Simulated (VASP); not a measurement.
```xyz
6
Lattice="0.0000 3.3436 3.4582 1.9414 0.0000 3.4582 1.9414 3.3436 0.0000" Properties=species:S:1:pos:R:3 pbc="T T T"
B      1.9414     4.4370     3.4582
B      1.9414     2.2503     3.4582
B      2.9120     3.9221     5.1874
B      2.9120     6.1088     5.1874
Cr     0.0000     0.0000     0.0000
Cr     0.9707     1.6718     1.7291
```
Starting moments (μB, in the order of the record's atoms B B B B Cr Cr): 0.0 0.0 0.0 0.0 3.0 3.0.

Calculation: PBE GGA, VASP's PBE PAW potentials (set 64) (plane waves; VASP). Settings: 400 eV cut-off, 4×4×4 Γ-centred mesh, Gaussian smearing of 0.10 eV, potentials B Cr_pv.

At this cut-off the stress carries a Pulay error, which pulls relaxed volumes low. The moments were started parallel, and other spin orders were not tried in this run.

Problem. Give the force on each atom (eV/Å).

Solution. 
```tsv
atom	Fx	Fy	Fz
B1	0.000	-0.500	0.000
B2	0.000	0.500	0.000
B3	0.000	0.500	0.000
B4	0.000	-0.500	0.000
Cr5	0.000	0.000	0.000
Cr6	0.000	0.000	0.000
```

Problem. Give the stress tensor in GPa (positive for a compressed cell).

Solution. 
```
16.23   0.00   0.00
 0.00  11.00   0.00
 0.00   0.00   4.81
```
The pressure is its mean diagonal, 10.68 GPa.

The structure was generated: CrB2 was put into an ordered model structure, which need not be its known phase. The cell was not relaxed at this level. The k-mesh is coarse (spacing up to 0.52 per Å, 2π included), so the numbers may not be converged in it.
